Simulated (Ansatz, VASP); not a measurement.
# Si (amorphous Si) in two plane-wave programs

Wanted: the spread between two codes on one cell, functional and k mesh. The cell is taken from a series of runs on this material, whose earlier steps may have relaxed, scaled, displaced or heated it; both programs get it as it stands.

Program: Ansatz 0.2.0. Level of theory: plane waves, with VASP 6.6.1 beside it; single point at PBE. Results are calculated unless marked as measured.

## 1. Starting point

The cell holds 76 atoms: 76 Si. Its edges and angles: a = 11.660 Å, b = 11.660 Å, c = 11.660 Å, α = 90.0°, β = 90.0°, γ = 90.0°. As first built, before any earlier steps moved the atoms (in the runner's words): 76 atoms (76 Si) placed at random at 2.24 g/cm^3, melted at 2500 K for 10 ps at fixed volume with the modified Tersoff potential (Kumagai, Izumi, Hara and Sakai, Comput. Mater. Sci. 39, 457 (2007)). Quenched from 2500 K to 100 K at 50 K/ps and fixed volume, annealed at 700 K for 50 ps, held 5 ps, then minimised at fixed cell.

## 2. Ansatz: single point, PBE

Ansatz runs on its default PAW (the set named soft_2) files.

With cell and atoms fixed, the geometry can't cause a difference; cores, projectors, grids and the points listed under the comparison can.

Contents of input.yaml:

```yaml
crystal:
  lattice:
    - [11.6597, 0.0, 0.0]
    - [0.0, 11.6597, 0.0]
    - [0.0, 0.0, 11.6597]
  atoms:
    - { symbol: Si, position: [0.86106, 0.8681, 0.23502] }
    - { symbol: Si, position: [0.78584, 0.19369, 0.2239] }
    - { symbol: Si, position: [0.69557, 0.2559, 0.93206] }
    - { symbol: Si, position: [0.98388, 0.36406, 0.3946] }
    - { symbol: Si, position: [0.89692, 0.80878, 0.04242] }
    - { symbol: Si, position: [0.75924, 0.76885, 0.55785] }
    - { symbol: Si, position: [0.07703, 0.67136, 0.3863] }
    - { symbol: Si, position: [0.22679, 0.89851, 0.97219] }
    - { symbol: Si, position: [0.04699, 0.51364, 0.50825] }
    - { symbol: Si, position: [0.04318, 0.18417, 0.01612] }
    - { symbol: Si, position: [0.69816, 0.70673, 0.86561] }
    - { symbol: Si, position: [0.32681, 0.07045, 0.27457] }
    - { symbol: Si, position: [0.40931, 0.64369, 0.8842] }
    - { symbol: Si, position: [0.83408, 0.69806, 0.73157] }
    - { symbol: Si, position: [0.56847, 0.49816, 0.52164] }
    - { symbol: Si, position: [0.63242, 0.11653, 0.58798] }
    - { symbol: Si, position: [0.49418, 0.58426, 0.22107] }
    - { symbol: Si, position: [0.27326, 0.47427, 0.92511] }
    - { symbol: Si, position: [0.47567, 0.94058, 0.77693] }
    - { symbol: Si, position: [0.46193, 0.01585, 0.59456] }
    - { symbol: Si, position: [0.208, 0.71725, 0.65371] }
    - { symbol: Si, position: [0.44319, 0.13221, 0.82103] }
    - { symbol: Si, position: [0.8127, 0.96225, 0.94488] }
    - { symbol: Si, position: [0.03111, 0.76763, 0.76019] }
    - { symbol: Si, position: [0.10345, 0.57488, 0.01622] }
    - { symbol: Si, position: [0.83273, 0.38571, 0.23347] }
    - { symbol: Si, position: [0.62838, 0.89488, 0.89867] }
    - { symbol: Si, position: [0.94875, 0.06298, 0.48003] }
    - { symbol: Si, position: [0.49976, 0.86695, 0.43521] }
    - { symbol: Si, position: [0.7047, 0.36247, 0.40365] }
    - { symbol: Si, position: [0.12876, 0.00189, 0.55922] }
    - { symbol: Si, position: [0.27523, 0.80091, 0.15169] }
    - { symbol: Si, position: [0.18101, 0.81967, 0.48334] }
    - { symbol: Si, position: [0.36811, 0.45099, 0.48675] }
    - { symbol: Si, position: [0.23361, 0.5124, 0.62112] }
    - { symbol: Si, position: [0.56686, 0.20388, 0.42906] }
    - { symbol: Si, position: [0.19342, 0.39132, 0.76412] }
    - { symbol: Si, position: [0.57269, 0.69935, 0.52986] }
    - { symbol: Si, position: [0.87831, 0.03832, 0.75239] }
    - { symbol: Si, position: [0.52857, 0.87907, 0.08084] }
    - { symbol: Si, position: [0.28344, 0.13308, 0.55289] }
    - { symbol: Si, position: [0.67823, 0.24063, 0.73614] }
    - { symbol: Si, position: [0.32184, 0.53176, 0.30766] }
    - { symbol: Si, position: [0.07169, 0.76319, 0.94899] }
    - { symbol: Si, position: [0.14264, 0.27505, 0.32371] }
    - { symbol: Si, position: [0.30161, 0.34876, 0.21413] }
    - { symbol: Si, position: [0.87895, 0.23436, 0.70251] }
    - { symbol: Si, position: [0.43186, 0.70536, 0.0806] }
    - { symbol: Si, position: [0.05878, 0.97018, 0.74448] }
    - { symbol: Si, position: [0.7641, 0.5912, 0.27551] }
    - { symbol: Si, position: [0.89232, 0.52179, 0.65241] }
    - { symbol: Si, position: [0.16826, 0.64456, 0.20967] }
    - { symbol: Si, position: [0.92508, 0.04674, 0.27873] }
    - { symbol: Si, position: [0.50923, 0.21379, 0.00401] }
    - { symbol: Si, position: [0.83067, 0.13343, 0.03308] }
    - { symbol: Si, position: [0.98672, 0.39517, 0.77101] }
    - { symbol: Si, position: [0.78617, 0.42371, 0.01961] }
    - { symbol: Si, position: [0.2644, 0.19469, 0.74633] }
    - { symbol: Si, position: [0.79796, 0.9768, 0.58386] }
    - { symbol: Si, position: [0.99144, 0.397, 0.98573] }
    - { symbol: Si, position: [0.5821, 0.54561, 0.85337] }
    - { symbol: Si, position: [0.57004, 0.45877, 0.03953] }
    - { symbol: Si, position: [0.66463, 0.88166, 0.25267] }
    - { symbol: Si, position: [0.77045, 0.63624, 0.05836] }
    - { symbol: Si, position: [0.10993, 0.11241, 0.20043] }
    - { symbol: Si, position: [0.856, 0.25766, 0.50384] }
    - { symbol: Si, position: [0.16873, 0.07263, 0.88093] }
    - { symbol: Si, position: [0.63341, 0.07963, 0.28547] }
    - { symbol: Si, position: [0.36359, 0.25274, 0.3934] }
    - { symbol: Si, position: [0.62131, 0.70531, 0.33667] }
    - { symbol: Si, position: [0.39349, 0.3609, 0.0371] }
    - { symbol: Si, position: [0.88183, 0.7245, 0.38375] }
    - { symbol: Si, position: [0.32204, 0.87871, 0.32752] }
    - { symbol: Si, position: [0.48752, 0.0701, 0.14836] }
    - { symbol: Si, position: [0.67724, 0.44031, 0.6871] }
    - { symbol: Si, position: [0.32364, 0.81835, 0.80243] }
kpoints:
  mp_grid: { grid: [1, 1, 1] }
hamiltonian:
  xc: pbe
scf:
  occupations: { method: fermi_dirac, width: 0.025 }
output:
  forces: true
  stress: true
  populations: true
  dos:
    method: { smearing: { sigma: 0.15 } }
    de: 0.1
    projected: { site_lists: { Si: [Si] } }
  eigenvalues: true
  write_density: true
  write_potential: true
  volumetric_format: npy
  elf: true
```

Run with:

```console
$ ansatz run input.yaml --threads 4 --pin off --max-ram 8192MiB --backend cpu --events-out ev --progress --plain --runs-dir out
```

Numbers of over 12 decimals in the logs are rounded to 6 here.

Output:

```text
Engine: ansatz 0.2.0, aarch64-unknown-linux-gnu
Pseudopotentials: kind: paw
Pseudopotential: Si, paw, valence charge 4, recommended cutoff 420 eV (normal), Si.paw.azcp
Functional definition: PBE
  parameter kappa = 0.804
  parameter beta = 0.066725
  exchange = pbe_x(kappa = kappa, mu = beta*pi^2/3)
  correlation = pbe_c(beta = beta)
Crystal: 76 atoms, lattice volume = 1585.120 Å³
Basis set: ecut = 420 eV, 31103 PW (Γ), exchange–correlation on 160×160×160 points (8 copies of the dense FFT grid, shifted against one another)
Bands: 228, of which v1, the nominal top of the filled ones, is band 152 counted from 1 (151 counted from 0)
Symmetry: 1 space group operations
Space group: P1 (ITA 1), of the structure as read, at distance tolerance 1.2e-4 Å
k-points: 1
Non-local potential: Si, projectors of the file, l = 0: 2, l = 1: 2, l = 2: 2
PAW form: soft (Blöchl's): semilocal exchange-correlation on the pseudo side does not see the compensation charge
PAW one-centre angular grid: Si, 110 points (default); XC on 64 Gauss nodes
Initial density: superposition of atomic densities (neutral atoms: chi_scale 0, normalization atom), corrected by the library's trained network
Initial wavefunctions: pseudopotential atomic-orbital guess
Functional: x = pbe(κ = 0.804, μ = 0.219515), c = pbe(β = 0.066725)
SCF iter   1: F=—  HF=-48296.472786 eV  |F-HF|=—  |Δ(HF+E_count)|=         —  Δρ=4.02e-3  dr2=9.78e-1  ethr=1.77e-3  ⟨swp⟩=6.0  Hψ=1062  notcnv=0  defer=34
preconditioner: auto → Resta (q_TF=auto, 2.072 Å⁻¹)  ε∞=5.8  [insulator: Δε(μ)=0.396 eV  Ē_g=7.405 eV  σ=0.025 eV  W_gap=1.00  n_scr=250 (ndim 8)  ℏωp=16.3 eV  f_vac=0.001  D(μ)=0.06/eV (n_scr^D=0)  ε∞_Penn≈5.8]
SCF iter   2: F=—  HF=-48296.345695 eV  |F-HF|=—  |Δ(HF+E_count)|=   1.27e-1  Δρ=2.07e-3  dr2=1.19e-1  ethr=3.22e-4  ⟨swp⟩=1.0  Hψ=263  notcnv=0  defer=58
SCF iter   3: F=—  HF=-48296.333656 eV  |F-HF|=—  |Δ(HF+E_count)|=   1.20e-2  Δρ=9.83e-4  dr2=2.72e-2  ethr=3.93e-5  ⟨swp⟩=3.0  Hψ=305  notcnv=0  defer=66
SCF iter   4: F=—  HF=-48296.334108 eV  |F-HF|=—  |Δ(HF+E_count)|=   4.52e-4  Δρ=2.95e-4  dr2=5.71e-3  ethr=8.95e-6  ⟨swp⟩=3.0  Hψ=371  notcnv=0  defer=66
SCF iter   5: F=—  HF=-48296.334426 eV  |F-HF|=—  |Δ(HF+E_count)|=   3.18e-4  Δρ=1.12e-4  dr2=7.64e-4  ethr=1.88e-6  ⟨swp⟩=2.0  Hψ=231  notcnv=0  defer=66
SCF iter   6: F=—  HF=-48296.334632 eV  |F-HF|=—  |Δ(HF+E_count)|=   2.06e-4  Δρ=4.82e-5  dr2=1.73e-4  ethr=2.51e-7  ⟨swp⟩=2.0  Hψ=236  notcnv=0  defer=66
SCF iter   7: F=—  HF=-48296.334700 eV  |F-HF|=—  |Δ(HF+E_count)|=   6.80e-5  Δρ=1.86e-5  dr2=2.13e-5  ethr=5.68e-8  ⟨swp⟩=2.0  Hψ=243  notcnv=0  defer=66
SCF iter   8: F=—  HF=-48296.334756 eV  |F-HF|=—  |Δ(HF+E_count)|=   5.65e-5  Δρ=7.50e-6  dr2=3.98e-6  ethr=7.02e-9  ⟨swp⟩=3.0  Hψ=473  notcnv=0  defer=66
SCF iter   9: F=—  HF=-48296.334758 eV  |F-HF|=—  |Δ(HF+E_count)|=   2.02e-6  Δρ=3.15e-6  dr2=9.14e-7  ethr=1.31e-9  ⟨swp⟩=2.0  Hψ=258  notcnv=0  defer=66
SCF iter  10: F=—  HF=-48296.334759 eV  |F-HF|=—  |Δ(HF+E_count)|=   3.10e-7  Δρ=1.38e-6  dr2=1.75e-7  ethr=3.00e-10  ⟨swp⟩=2.0  Hψ=249  notcnv=0  defer=66
SCF iter  11: F=-48296.334759 eV  HF=-48296.334759 eV  |F-HF|=3.05e-8  |Δ(HF+E_count)|=   4.78e-8  Δρ=6.80e-7  dr2=5.48e-8  ethr=3.29e-11  ⟨swp⟩=21.0  Hψ=1982  notcnv=0
SCF 1 converged in 11 iterations: F = -48296.334759 eV  dr2 = 5.48e-8
  greatest PAW one-centre occupation: 0.669 electrons in one spin orbital (limit 2), on the Si atom at site 49 (counted from 0), in its partial waves of l = 0
SCF converged after 11 iterations
Free energy (F): -48296.334759 eV
Harris-Foulkes:  -48296.334759 eV  (|F-HF|=3.05e-8)
Internal energy: -48296.333273 eV  (E = F + TS)
E sigma→0 (E₀):  -48296.334016 eV
Entropy (-TS):   -0.001485 eV (-0.020 meV/atom)
Fermi energy:    5.921114 eV
--- Per-component energies (eV) ---
  E_band       = 267.748587
  E_kinetic    = 3011.298986
  E_local      = -2553.835888  (includes V_loc(G=0)·N_el)
  E_nonlocal   = 1960.312509
  E_hartree    = 773.329917
  E_xc         = -4172.198310
  E_vxc        = -3522.244905  (∫ρ·V_xc dr)
  E_paw        = -38956.438928  (= ΣΔE_a)
  E_vpaw       = -174.440969  (= ΣTr[D̂ρ^β])
  E_aug_tail   = 0.000484  (compensation charges beyond the density's cutoff)
  E_ewald      = -8358.802044
  E_smearing   = -0.001485  (= −TS)
  E_closure    = -0.000000  (closes the sum)
  Σ components = -48296.334759   (vs F -48296.334759, Δ=0.00e0)
--- Forces (eV/Å), atoms counted from 1 ---
  atom   1  Si     0.57111855    -0.68361159     0.15534642
  atom   2  Si     0.75379158    -1.87502359    -0.20105772
  atom   3  Si     0.52641431     0.16667116     0.99312049
  atom   4  Si    -0.30567181     0.38406879    -0.68415447
  atom   5  Si     0.17551385    -0.78871111     0.31469081
  atom   6  Si     0.92720196     0.88871841    -0.38967518
  atom   7  Si    -0.64960904     0.59664928     0.36828181
  atom   8  Si     0.03428203    -0.92906163    -0.20112214
  atom   9  Si     0.42038373     0.52723010     0.39452107
  atom  10  Si    -0.39476846     0.20069983     0.05404775
  atom  11  Si    -0.74825849    -0.20365293     2.05931455
  atom  12  Si    -1.11464455     0.62065745    -0.15786826
  atom  13  Si    -1.23316706    -0.54949823     0.42087254
  atom  14  Si     2.05364745    -0.02661243    -1.44126823
  atom  15  Si     0.43060355    -0.57277178    -0.16694254
  atom  16  Si     0.68677494    -0.91041973     0.27887789
  atom  17  Si     0.93936337     0.02441286    -0.08435976
  atom  18  Si    -0.05254037     1.90482732     0.19602459
  atom  19  Si     0.07185570     0.12847241    -0.14113535
  atom  20  Si    -0.30511084    -0.41663552    -0.90093835
  atom  21  Si     0.00564192     0.19077902     0.87734730
  atom  22  Si     0.13401707     0.80985365     0.56284481
  atom  23  Si    -0.28216996     0.17129005    -1.46800624
  atom  24  Si    -0.17380593     0.23568664    -1.06186392
[...]
atom  69  Si    -0.21014819    -0.50280983     0.46978450
  atom  70  Si    -1.43987854    -0.58567492    -0.45213902
  atom  71  Si    -0.66175281     0.75076020     0.20219564
  atom  72  Si    -0.18942242     0.03763363    -0.36636823
  atom  73  Si     0.35671038     0.12363842     1.26669914
  atom  74  Si    -0.34278078    -0.30562015    -0.49956280
  atom  75  Si    -0.26274034     0.45417632     0.18467594
  atom  76  Si    -0.28138088    -1.22810802     0.69506330
  max |Σ_I F_I| component: 2.43e-5 eV/Å
--- Stress (GPa, compression-positive) ---
       -1.452577       0.368395       0.119113
        0.368395      -0.157440      -0.289396
        0.119113      -0.289396      -1.238255
  P = ⅓ Tr σ = -0.9494 GPa (-9.494 kbar)
--- Band table (eV) ---
  k-point 0: bands = [... 148 lower, 5.4340, 5.5389, 5.6439, 5.7660, 6.0771, 6.1547, 6.3584, 6.4270, ... 72 higher]
--- Löwdin populations: 76 sites ---
  site symbol       q [e]
     0     Si      3.9535
     1     Si      3.9779
     2     Si      3.9161
     3     Si      3.9210
     4     Si      3.9650
     5     Si      3.9422
     6     Si      3.9672
     7     Si      3.9257
     8     Si      3.9353
     9     Si      3.9750
    10     Si      3.9469
    11     Si      3.9523
    12     Si      3.9413
    13     Si      3.9432
    14     Si      3.9455
    15     Si      3.9592
    16     Si      3.9850
    17     Si      3.9680
    18     Si      3.9593
    19     Si      3.9442
    20     Si      3.9194
    21     Si      3.9015
    22     Si      3.9407
    23     Si      3.9648
[...]
68     Si      3.9280
    69     Si      3.8933
    70     Si      3.9579
    71     Si      3.9819
    72     Si      3.9450
    73     Si      3.9530
    74     Si      3.9329
    75     Si      3.9867
  spilling = 0.011786 (of n_electrons = 304.000000)
```

The column dr2 measures how far the density is from self-consistency, as an energy; F and HF (Harris–Foulkes) agree once it is small.

## 3. VASP: single point, PBE

The same cell, functional, mesh and smearing now go to VASP, with its own data sets.

Lines of VASP's logs that name or quote its potential files are left out, and so is its time.

Contents of INCAR:

```
SYSTEM = Si
PREC = Accurate
ENCUT = 500
EDIFF = 1E-06
NELM = 120
ISMEAR = -1
SIGMA = 0.025
LREAL = Auto
ALGO = Normal
GGA = PE
NBANDS = 208
LORBIT = 11
LWAVE = .FALSE.
LCHARG = .FALSE.
ISIF = 2
LASPH = .TRUE.
GGA_COMPAT = .FALSE.
EFERMI = MIDGAP
NCORE = 2
```

Contents of POSCAR:

```
Si
1.0
   11.6597000000      0.0000000000      0.0000000000
    0.0000000000     11.6597000000      0.0000000000
    0.0000000000      0.0000000000     11.6597000000
Si
76
Direct
    0.8610600000      0.8681000000      0.2350200000
    0.7858400000      0.1936900000      0.2239000000
    0.6955700000      0.2559000000      0.9320600000
    0.9838800000      0.3640600000      0.3946000000
    0.8969200000      0.8087800000      0.0424200000
    0.7592400000      0.7688500000      0.5578500000
    0.0770300000      0.6713600000      0.3863000000
    0.2267900000      0.8985100000      0.9721900000
    0.0469900000      0.5136400000      0.5082500000
    0.0431800000      0.1841700000      0.0161200000
    0.6981600000      0.7067300000      0.8656100000
    0.3268100000      0.0704500000      0.2745700000
    0.4093100000      0.6436900000      0.8842000000
    0.8340800000      0.6980600000      0.7315700000
    0.5684700000      0.4981600000      0.5216400000
    0.6324200000      0.1165300000      0.5879800000
    0.4941800000      0.5842600000      0.2210700000
    0.2732600000      0.4742700000      0.9251100000
    0.4756700000      0.9405800000      0.7769300000
    0.4619300000      0.0158500000      0.5945600000
    0.2080000000      0.7172500000      0.6537100000
    0.4431900000      0.1322100000      0.8210300000
    0.8127000000      0.9622500000      0.9448800000
    0.0311100000      0.7676300000      0.7601900000
    0.1034500000      0.5748800000      0.0162200000
    0.8327300000      0.3857100000      0.2334700000
    0.6283800000      0.8948800000      0.8986700000
    0.9487500000      0.0629800000      0.4800300000
    0.4997600000      0.8669500000      0.4352100000
    0.7047000000      0.3624700000      0.4036500000
    0.1287600000      0.0018900000      0.5592200000
    0.2752300000      0.8009100000      0.1516900000
    0.1810100000      0.8196700000      0.4833400000
    0.3681100000      0.4509900000      0.4867500000
    0.2336100000      0.5124000000      0.6211200000
    0.5668600000      0.2038800000      0.4290600000
    0.1934200000      0.3913200000      0.7641200000
    0.5726900000      0.6993500000      0.5298600000
    0.8783100000      0.0383200000      0.7523900000
    0.5285700000      0.8790700000      0.0808400000
    0.2834400000      0.1330800000      0.5528900000
    0.6782300000      0.2406300000      0.7361400000
    0.3218400000      0.5317600000      0.3076600000
    0.0716900000      0.7631900000      0.9489900000
    0.1426400000      0.2750500000      0.3237100000
    0.3016100000      0.3487600000      0.2141300000
    0.8789500000      0.2343600000      0.7025100000
    0.4318600000      0.7053600000      0.0806000000
    0.0587800000      0.9701800000      0.7444800000
    0.7641000000      0.5912000000      0.2755100000
    0.8923200000      0.5217900000      0.6524100000
    0.1682600000      0.6445600000      0.2096700000
    0.9250800000      0.0467400000      0.2787300000
    0.5092300000      0.2137900000      0.0040100000
    0.8306700000      0.1334300000      0.0330800000
    0.9867200000      0.3951700000      0.7710100000
    0.7861700000      0.4237100000      0.0196100000
    0.2644000000      0.1946900000      0.7463300000
    0.7979600000      0.9768000000      0.5838600000
    0.9914400000      0.3970000000      0.9857300000
    0.5821000000      0.5456100000      0.8533700000
    0.5700400000      0.4587700000      0.0395300000
    0.6646300000      0.8816600000      0.2526700000
    0.7704500000      0.6362400000      0.0583600000
    0.1099300000      0.1124100000      0.2004300000
    0.8560000000      0.2576600000      0.5038400000
    0.1687300000      0.0726300000      0.8809300000
    0.6334100000      0.0796300000      0.2854700000
    0.3635900000      0.2527400000      0.3934000000
    0.6213100000      0.7053100000      0.3366700000
    0.3934900000      0.3609000000      0.0371000000
    0.8818300000      0.7245000000      0.3837500000
    0.3220400000      0.8787100000      0.3275200000
    0.4875200000      0.0701000000      0.1483600000
    0.6772400000      0.4403100000      0.6871000000
    0.3236400000      0.8183500000      0.8024300000
```

Contents of KPOINTS:

```
Automatic mesh
0
Gamma
1 1 1
0 0 0
```

The projector-augmented-wave data sets are Si (PBE family, release 64).

Run with:

```console
$ mpirun -np 8 vasp_gam
```

Output:

```text
[banner, memory and clock lines left out]
running    8 mpi-ranks, on    1 nodes
[...]
LDA part: xc-table for (Slater+PW92), standard interpolation
 POSCAR, INCAR and KPOINTS ok, starting setup
[...]
entering main loop
       N       E                     dE             d eps       ncg     rms          rms(c)
DAV:   1     0.143059401989E+04    0.14306E+04   -0.12810E+05   416   0.124E+03
DAV:   2    -0.216370927115E+03   -0.16470E+04   -0.15332E+04   536   0.206E+02
DAV:   3    -0.389207395483E+03   -0.17284E+03   -0.16757E+03   520   0.600E+01
DAV:   4    -0.394701141306E+03   -0.54937E+01   -0.54394E+01   512   0.126E+01
[...]
DAV:  15    -0.387010984673E+03   -0.78761E-05   -0.13275E-05   456   0.593E-03    0.566E-03
DAV:  16    -0.387010986423E+03   -0.17494E-05   -0.25681E-06   400   0.270E-03    0.219E-03
DAV:  17    -0.387010987265E+03   -0.84256E-06   -0.46891E-07   272   0.124E-03
   1 F= -.38701099E+03 E0= -.38701025E+03  d E =-.147576E-02
```

From OUTCAR (step 3):

```text
  FREE ENERGIE OF THE ION-ELECTRON SYSTEM (eV)
  ---------------------------------------------------
  free  energy   TOTEN  =      -387.0109872653 eV

  energy  without entropy=     -387.0095115075  energy(sigma->0) =     -387.01024939
```

The run ends at a pressure of -1.02 GPa, with forces up to 2.5 eV/Å.

## 4. Differences

Known differences besides the potentials themselves: the cutoff is 420 eV in Ansatz and 500 eV in VASP (PREC = Accurate, projectors in real space). Total energies have different zeros and are not compared.

The two programs side by side:

| quantity | Ansatz | VASP | difference |
| --- | --- | --- | --- |
| pressure (GPa) | -0.95 | -1.02 | +0.07 |
| gap on the k mesh (eV) | 0.311 | 0.311 | 0.000 |

Forces on 10 of the 76 atoms, those with the largest forces and the largest differences (eV/Å; atoms numbered as in POSCAR):

| atom | Ansatz x, y, z | VASP x, y, z |
| --- | --- | --- |
| Si2 | 0.754, -1.875, -0.201 | 0.755, -1.876, -0.200 |
| Si11 | -0.748, -0.204, 2.059 | -0.746, -0.207, 2.051 |
| Si14 | 2.054, -0.027, -1.441 | 2.051, -0.028, -1.443 |
| Si18 | -0.053, 1.905, 0.196 | -0.053, 1.901, 0.198 |
| Si25 | 0.889, -1.253, 0.899 | 0.892, -1.252, 0.899 |
| Si38 | -0.143, 0.373, 0.224 | -0.135, 0.371, 0.213 |
| Si39 | -0.397, -0.112, 1.150 | -0.387, -0.115, 1.143 |
| Si50 | 1.329, -0.398, -1.074 | 1.326, -0.389, -1.076 |
| Si54 | 0.043, -1.707, -0.957 | 0.036, -1.699, -0.956 |
| Si76 | -0.281, -1.228, 0.695 | -0.272, -1.231, 0.701 |

The forces differ by 3.6 meV/Å r.m.s., which is 0.5 % of the r.m.s. force of 0.681 eV/Å (both taken over all components). A gap on the mesh is an upper bound, since the band edges may lie between its points.

## 5. What came out

| Item | Value |
| --- | --- |
| r.m.s. force difference (single point, PBE) | 0.52 % of the r.m.s. force |

**Reading.** The r.m.s. force difference is 0.52 % of the r.m.s. force (single point, PBE), within the 3 % picked in this series as the mark of a large difference. Such differences can come from data sets, numerical settings and the points named under the comparisons, not from the functional's error against experiment.

[Lines on the potential files, build, host, timing and source positions are cut from VASP's logs without a mark.]

[Logs are printed without paths, hosts, clocks, repeated set-up lines and the standing remarks that a program may print on its own settings, such as how far it seeks lower states.]

[Hosts, paths, dates, database ids (printed as entryN), source tags and the programs' standing remarks are cut or masked in the printed files.]
